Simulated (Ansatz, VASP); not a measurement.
# Se (Selenium) in two plane-wave programs, part 2 of 3

Aim: how closely do two programs agree when they are given the same cell, functional and k mesh? The cell is taken from a series of runs on this material, whose earlier steps may have relaxed, scaled, displaced or heated it; both programs get it as it stands.

VASP 6.6.1 and Ansatz 0.2.0.

So far: The starting structure; Ansatz: zone-centre phonons, PBE.

## 3. VASP: zone-centre phonons, PBE

Level of this step: PBE; plane waves and PAW (Se) (VASP).

The same cell, functional and mesh now go to VASP, with its own data sets.

Lines of VASP's logs that name or quote its potential files are left out, and so is its time.

INCAR reads:

```
SYSTEM = Se
PREC = Accurate
ENCUT = 500
EDIFF = 1E-08
NELM = 120
ISMEAR = 0
SIGMA = 0.01
LREAL = .FALSE.
ALGO = Normal
GGA = PE
NBANDS = 15
LORBIT = 11
LWAVE = .FALSE.
LCHARG = .FALSE.
ISIF = 2
IBRION = 8
LEPSILON = .TRUE.
LASPH = .TRUE.
GGA_COMPAT = .FALSE.
EFERMI = MIDGAP
KPAR = 2
```

POSCAR reads:

```
Se
1.0
    4.5224123658      0.0000000000      0.0000000000
   -2.2612061829      3.9165239952      0.0000000000
    0.0000000000      0.0000000000      5.0447135253
Se
3
Direct
    0.2187656586      0.0000000000      0.3333333333
    0.0000000000      0.2187656586      0.6666666667
    0.7812343414      0.7812343414      0.0000000000
```

KPOINTS reads:

```
Automatic mesh
0
Gamma
9 9 6
0 0 0
```

PAW data sets: Se (PBE family, release 64).

Launch:

```console
mpirun -np 2 vasp_std
```

Log:

```text
[banner, memory and clock lines left out]
running    2 mpi-ranks, on    1 nodes
 distrk:  each k-point on    1 cores,    2 groups
 distr:  one band on    1 cores,    1 groups

 POSCAR found type information on POSCAR Se
 POSCAR found :  1 types and       3 ions
 LDA part: xc-table for (Slater+PW92), standard interpolation
 POSCAR, INCAR and KPOINTS ok, starting setup
 FFT: planning ... GRIDC
 FFT: planning ... GRID_SOFT
 FFT: planning ... GRID
 WAVECAR not read
 entering main loop
       N       E                     dE             d eps       ncg     rms          rms(c)
DAV:   1     0.838860025142E+02    0.83886E+02   -0.69857E+03  1860   0.954E+02
DAV:   2    -0.474594448734E+01   -0.88632E+02   -0.84408E+02  2506   0.158E+02
DAV:   3    -0.105499180856E+02   -0.58040E+01   -0.57804E+01  2168   0.467E+01
DAV:   4    -0.105974403042E+02   -0.47522E-01   -0.47505E-01  2518   0.501E+00
DAV:   5    -0.105978208018E+02   -0.38050E-03   -0.38047E-03  2301   0.447E-01    0.646E+00
DAV:   6    -0.105335478184E+02    0.64273E-01   -0.38956E-02  2287   0.128E+00    0.399E+00
DAV:   7    -0.105110714646E+02    0.22476E-01   -0.78889E-02  2217   0.180E+00    0.201E-01
DAV:   8    -0.105104934650E+02    0.57800E-03   -0.93298E-03  2147   0.610E-01    0.982E-02
DAV:   9    -0.105106258859E+02   -0.13242E-03   -0.29569E-04  2609   0.118E-01    0.316E-02
DAV:  10    -0.105106720812E+02   -0.46195E-04   -0.60935E-05  2210   0.540E-02    0.782E-03
DAV:  11    -0.105106757047E+02   -0.36235E-05   -0.96155E-06  2567   0.188E-02    0.396E-03
DAV:  12    -0.105106755621E+02    0.14262E-06   -0.19874E-06  2406   0.922E-03    0.202E-03
DAV:  13    -0.105106755461E+02    0.16012E-07   -0.34234E-07  2546   0.340E-03    0.424E-04
DAV:  14    -0.105106755478E+02   -0.16919E-08   -0.31339E-08  2350   0.113E-03
   1 F= -.10510676E+02 E0= -.10510676E+02  d E =0.000000E+00
 Linear response reoptimize wavefunctions to high precision
DAV:   1    -0.105106755638E+02   -0.16000E-07   -0.50914E-10  1980   0.151E-04
DAV:   2    -0.105106755638E+02   -0.90949E-12   -0.55465E-11  1336   0.521E-05
 Linear response G [H, r] |phi>, progress :
  Direction:   1
       N       E                     dE             d eps       ncg     rms
RMM:   1    -0.796703794116E+02   -0.79670E+02    0.16843E+02  4665   0.740E+01
RMM:   2    -0.753103806427E+02    0.43600E+01   -0.10099E+01  3169   0.193E+01
RMM:   3    -0.754507496292E+02   -0.14037E+00   -0.16816E-01  3262   0.217E+00
RMM:   4    -0.754525862567E+02   -0.18366E-02   -0.51231E-03  3344   0.364E-01
RMM:   5    -0.754526382997E+02   -0.52043E-04   -0.16474E-04  3343   0.572E-02
RMM:   6    -0.754526380935E+02    0.20616E-06   -0.76473E-06  3394   0.109E-02
RMM:   7    -0.754526380150E+02    0.78548E-07   -0.69524E-07  3338   0.208E-03
RMM:   8    -0.754526379686E+02    0.46411E-07   -0.21573E-06  3134   0.593E-04
RMM:   9    -0.754526380014E+02   -0.32848E-07   -0.10981E-05  2479   0.311E-04
RMM:  10    -0.754526379729E+02    0.28522E-07   -0.15937E-05  2135   0.273E-04
RMM:  11    -0.754526380062E+02   -0.33343E-07    0.30413E-06  1967   0.270E-04
RMM:  12    -0.754526380001E+02    0.61274E-08   -0.49660E-06  1726   0.270E-04
RMM:  13    -0.754526379914E+02    0.87073E-08   -0.31191E-06  1543   0.270E-04
 Linear response G [H, r] |phi>, progress :
  Direction:   2
       N       E                     dE             d eps       ncg     rms
RMM:   1    -0.791195128238E+02   -0.79120E+02    0.16739E+02  4662   0.738E+01
RMM:   2    -0.741399475995E+02    0.49796E+01   -0.98428E+00  3170   0.193E+01
RMM:   3    -0.742739187318E+02   -0.13397E+00   -0.16992E-01  3265   0.220E+00
RMM:   4    -0.742757428695E+02   -0.18241E-02   -0.48799E-03  3348   0.365E-01
RMM:   5    -0.742758060027E+02   -0.63133E-04   -0.12012E-04  3350   0.578E-02
RMM:   6    -0.742758101568E+02   -0.41541E-05   -0.14878E-06  3387   0.110E-02
RMM:   7    -0.742758106409E+02   -0.48407E-06   -0.43185E-07  3334   0.212E-03
RMM:   8    -0.742758107079E+02   -0.66984E-07    0.29615E-06  3081   0.600E-04
RMM:   9    -0.742758107066E+02    0.13171E-08   -0.12609E-06  2500   0.317E-04
RMM:  10    -0.742758106973E+02    0.92487E-08   -0.45275E-06  2104   0.275E-04
RMM:  11    -0.742758107066E+02   -0.92410E-08   -0.52957E-06  1959   0.274E-04
RMM:  12    -0.742758107427E+02   -0.36128E-07   -0.13170E-05  1755   0.273E-04
RMM:  13    -0.742758107103E+02    0.32365E-07    0.55794E-07  1534   0.273E-04
 Linear response G [H, r] |phi>, progress :
  Direction:   3
       N       E                     dE             d eps       ncg     rms
RMM:   1    -0.976401311762E+02   -0.97640E+02   -0.77151E+01  4813   0.709E+01
RMM:   2    -0.744687894969E+02    0.23171E+02   -0.14424E+01  3166   0.212E+01
RMM:   3    -0.744445021907E+02    0.24287E-01   -0.23203E-01  3196   0.250E+00
RMM:   4    -0.744474069911E+02   -0.29048E-02   -0.54598E-03  3308   0.419E-01
RMM:   5    -0.744475335623E+02   -0.12657E-03   -0.32099E-05  3317   0.655E-02
[...]
RMM:   4    -0.194414951527E+01   -0.24958E-04   -0.27708E-05  3288   0.204E-02
RMM:   5    -0.194415009387E+01   -0.57860E-06   -0.11984E-06  3240   0.302E-03
RMM:   6    -0.194415010734E+01   -0.13474E-07   -0.16132E-07  2986   0.530E-04
RMM:   7    -0.194415010425E+01    0.30965E-08   -0.86512E-08  2253   0.112E-04
[...]
RMM:   5    -0.181067425089E+01   -0.49321E-01   -0.14697E-02 12577   0.612E-01    0.154E-01
RMM:   6    -0.183190126332E+01   -0.21227E-01   -0.71512E-04 12677   0.183E-01    0.364E-02
RMM:   7    -0.183417119944E+01   -0.22699E-02   -0.52908E-05 13051   0.453E-02    0.136E-02
RMM:   8    -0.183522164648E+01   -0.10504E-02   -0.24851E-05 12309   0.210E-02    0.222E-03
RMM:   9    -0.183545051259E+01   -0.22887E-03    0.37391E-06 13494   0.458E-03    0.121E-03
RMM:  10    -0.183549538298E+01   -0.44870E-04    0.28188E-06 13134   0.176E-03    0.348E-04
RMM:  11    -0.183549554949E+01   -0.16651E-06    0.52198E-06 13152   0.559E-04    0.821E-05
RMM:  12    -0.183549923820E+01   -0.36887E-05    0.21861E-06 11548   0.142E-04    0.296E-05
RMM:  13    -0.183549815497E+01    0.10832E-05    0.11741E-07  8550   0.733E-05    0.709E-06
 change of polarisation eV/A/(eV/A) component  2 :    -0.000     3.409    -0.000
 dielectric tensor                  component  2 :    -0.000     7.903    -0.000
 Linear response to external field, progress :
  Direction:   3
       N       E                     dE             d eps       ncg     rms          rms(c)
RMM:   1    -0.303981382179E+01   -0.30398E+01   -0.19257E+01  5805   0.596E+00
RMM:   2    -0.325231689238E+01   -0.21250E+00   -0.82501E-02  4536   0.132E+00    0.301E+00
RMM:   3    -0.310767064564E+01    0.14465E+00   -0.13151E-01  4582   0.183E+00    0.152E+00
RMM:   4    -0.320358048974E+01   -0.95910E-01   -0.10110E-01  4558   0.168E+00    0.261E-01
RMM:   5    -0.324274315362E+01   -0.39163E-01   -0.33315E-03  4592   0.371E-01    0.482E-02
RMM:   6    -0.324435620880E+01   -0.16131E-02   -0.53165E-05  4572   0.467E-02    0.322E-02
RMM:   7    -0.324753481250E+01   -0.31786E-02   -0.56308E-05  4553   0.504E-02    0.343E-03
RMM:   8    -0.324777094874E+01   -0.23614E-03   -0.83574E-07  4820   0.563E-03    0.191E-03
RMM:   9    -0.324780237031E+01   -0.31422E-04    0.99988E-07  4424   0.385E-03    0.328E-04
RMM:  10    -0.324779719335E+01    0.51770E-05    0.13618E-06  4901   0.731E-04    0.129E-04
RMM:  11    -0.324779962473E+01   -0.24314E-05    0.36783E-06  4440   0.306E-04    0.349E-05
RMM:  12    -0.324779729484E+01    0.23299E-05    0.13320E-06  3855   0.883E-05    0.164E-05
RMM:  13    -0.324779682082E+01    0.47402E-06    0.29839E-07  2017   0.375E-05    0.432E-06
 change of polarisation eV/A/(eV/A) component  3 :     0.413    -0.243     6.027
 dielectric tensor                  component  3 :     0.836    -0.492    13.205
 Linear response DOF=           3
 Linear response progress:
  Degree of freedom:   1/  3
       N       E                     dE             d eps       ncg     rms          rms(c)
RMM:   1    -0.841221516092E-01   -0.84122E-01    0.42008E-02  9457   0.153E+00
RMM:   2    -0.814063181157E-01    0.27158E-02   -0.26111E-03  6612   0.308E-01    0.122E-01
RMM:   3    -0.812917612988E-01    0.11456E-03   -0.66089E-05  7314   0.487E-02    0.725E-02
RMM:   4    -0.812386564680E-01    0.53105E-04   -0.53220E-05  7352   0.441E-02    0.143E-02
RMM:   5    -0.812332066043E-01    0.54499E-05   -0.71417E-07  7508   0.649E-03    0.459E-03
RMM:   6    -0.812265864868E-01    0.66201E-05   -0.48951E-07  7411   0.354E-03    0.546E-04
RMM:   7    -0.812265868411E-01   -0.35427E-09   -0.42537E-08  7505   0.756E-04    0.180E-04
 first order change of Fermi-energy  -0.11437E+00
 force on displaced ion       1 direction 1 :  -7.408   0.000   0.000
 Born effective charge ion    1 direction 1 :   0.641   0.000   0.000
 Linear response progress:
  Degree of freedom:   2/  3
       N       E                     dE             d eps       ncg     rms          rms(c)
RMM:   1    -0.870349281291E-01   -0.87035E-01    0.36866E-02 16489   0.152E+00
RMM:   2    -0.846758802813E-01    0.23590E-02   -0.27387E-03 11554   0.305E-01    0.913E-02
RMM:   3    -0.845162242807E-01    0.15966E-03   -0.10745E-04 12843   0.544E-02    0.519E-02
RMM:   4    -0.845029122117E-01    0.13312E-04   -0.66495E-05 12969   0.443E-02    0.969E-03
RMM:   5    -0.845371080989E-01   -0.34196E-04   -0.18812E-06 13087   0.755E-03    0.373E-03
RMM:   6    -0.845631181020E-01   -0.26010E-04   -0.10959E-06 12943   0.430E-03    0.851E-04
RMM:   7    -0.845634135990E-01   -0.29550E-06    0.41577E-08 13119   0.102E-03    0.368E-04
RMM:   8    -0.845627235136E-01    0.69009E-06    0.49579E-08 12709   0.671E-04    0.926E-05
RMM:   9    -0.845625518155E-01    0.17170E-06   -0.23677E-09 12393   0.206E-04    0.222E-05
RMM:  10    -0.845625321076E-01    0.19708E-07   -0.43982E-10 13358   0.713E-05    0.109E-05
RMM:  11    -0.845625850792E-01   -0.52972E-07   -0.96546E-09 13450   0.246E-05    0.264E-06
RMM:  12    -0.845625920155E-01   -0.69363E-08   -0.48558E-09 12952   0.121E-05    0.136E-06
 first order change of Fermi-energy   0.13187E-03
 force on displaced ion       1 direction 2 :  -0.007  -2.903  -1.767
 Born effective charge ion    1 direction 2 :   0.002  -0.641   0.682
 Linear response progress:
  Degree of freedom:   3/  3
       N       E                     dE             d eps       ncg     rms          rms(c)
RMM:   1    -0.916758358849E-01   -0.91676E-01    0.40691E-02 17425   0.158E+00
RMM:   2    -0.866719570451E-01    0.50039E-02   -0.38991E-03 11529   0.371E-01    0.138E-01
RMM:   3    -0.866023717918E-01    0.69585E-04   -0.20277E-04 12812   0.689E-02    0.755E-02
RMM:   4    -0.866278115492E-01   -0.25440E-04   -0.21357E-05 12942   0.293E-02    0.317E-02
RMM:   5    -0.866531465998E-01   -0.25335E-04   -0.61552E-06 12885   0.172E-02    0.493E-03
RMM:   6    -0.866345075985E-01    0.18639E-04   -0.20187E-06 12931   0.524E-03    0.110E-03
RMM:   7    -0.866363432148E-01   -0.18356E-05   -0.31526E-07 13174   0.132E-03    0.381E-04
RMM:   8    -0.866385757442E-01   -0.22325E-05    0.36940E-08 12696   0.689E-04    0.128E-04
RMM:   9    -0.866386703565E-01   -0.94612E-07    0.36414E-08 12631   0.249E-04    0.294E-05
RMM:  10    -0.866387329956E-01   -0.62639E-07    0.13031E-08 13440   0.696E-05    0.112E-05
RMM:  11    -0.866387828368E-01   -0.49841E-07    0.94605E-09 13113   0.324E-05    0.267E-06
RMM:  12    -0.866387720914E-01    0.10745E-07    0.23751E-08 13184   0.105E-05    0.128E-06
RMM:  13    -0.866387785421E-01   -0.64507E-08    0.18222E-09 11685   0.859E-06    0.329E-07
 first order change of Fermi-energy   0.10644E-03
 force on displaced ion       1 direction 3 :  -0.006  -1.767  -8.100
 Born effective charge ion    1 direction 3 :   0.001   0.353  -0.005
 Born effective charges drift removed
 Linear response finished
```

(Continued in part 3 of 3.)

[Lines on the potential files, build, host, timing and source positions are cut from VASP's logs without a mark.]

[Logs are printed without paths, hosts, clocks, repeated set-up lines and the standing remarks that a program may print on its own settings, such as how far it seeks lower states.]

[Hosts, paths, dates, database ids (printed as entryN), source tags and the programs' standing remarks are cut or masked in the printed files.]
